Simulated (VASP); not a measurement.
The input files of a VASP run:

File POSCAR:
```
WSi2
1.0
 -1.5531388557   1.5531388557   3.8154160364
  1.5531388557  -1.5531388557   3.8154160364
  1.5531388557   1.5531388557  -3.8154160364
Si W
2 1
direct
  0.6670338388   0.6670338388   0.0000000000
  0.3329661612   0.3329661612   0.0000000000
  0.0000000000   0.0000000000   0.0000000000
```

### KPOINTS
```
Automatic mesh
0
Gamma
14 14 14
0 0 0
```

**INCAR**
```
# general
SYSTEM  = WSi2
PREC    = Accurate
ENCUT   = 500
LREAL   = F
LASPH   = T

# electronic loop
EDIFF   = 1E-6
NELM    = 100
ALGO    = Normal
LMAXMIX = 6

# smearing
ISMEAR  = 1
SIGMA   = 0.1

# functional
GGA     = PE

# ions
IBRION  = 2
NSW     = 40
ISIF    = 3
EDIFFG  = -0.02
PSTRESS = 450

# output
LWAVE   = F
LCHARG  = F
```

POTCAR, in this order: Si W_sv (PBE.64 set). Program: vasp_std.

Write an equivalent input for Quantum ESPRESSO's pw.x.

One equivalent input (not run):
```
&CONTROL
  calculation = 'vc-relax'
  pseudo_dir = './pseudo'
  outdir = './out'
  tprnfor = .true.
  tstress = .true.
  nstep = 40
  forc_conv_thr = 0.00078
/
&SYSTEM
  ibrav = 0
  nat = 3
  ntyp = 2
  ecutwfc = 74
  occupations = 'smearing'
  smearing = 'methfessel-paxton'
  degauss = 0.00735
  input_dft = 'pbe'
/
&ELECTRONS
  conv_thr = 7.3e-08
  electron_maxstep = 100
/
&IONS
/
&CELL
  press = 450
/
ATOMIC_SPECIES
  Si 28.085 Si.upf
  W 183.840 W.upf
CELL_PARAMETERS angstrom
    -1.5531389    1.5531389    3.8154160
     1.5531389   -1.5531389    3.8154160
     1.5531389    1.5531389   -3.8154160
ATOMIC_POSITIONS crystal
  Si   0.6670338  0.6670338  0.0000000
  Si   0.3329662  0.3329662  0.0000000
  W    0.0000000  0.0000000  0.0000000
K_POINTS automatic
  14 14 14 0 0 0
```
Limits of the translation: the potentials are each code's own (VASP's PAW set, PseudoDojo norm-conserving files in pw.x), so ENCUT and ecutwfc are chosen apart and not converted; conv_thr bounds pw.x's estimated SCF error, while EDIFF bounds the energy change between steps; forc_conv_thr acts on force components and is met together with etot_conv_thr.

The compound is WSi2 in the MoSi2 type structure. This run relaxes it under an external pressure of 45 GPa. Symmetry was kept, so distortions that lower it aren't found.
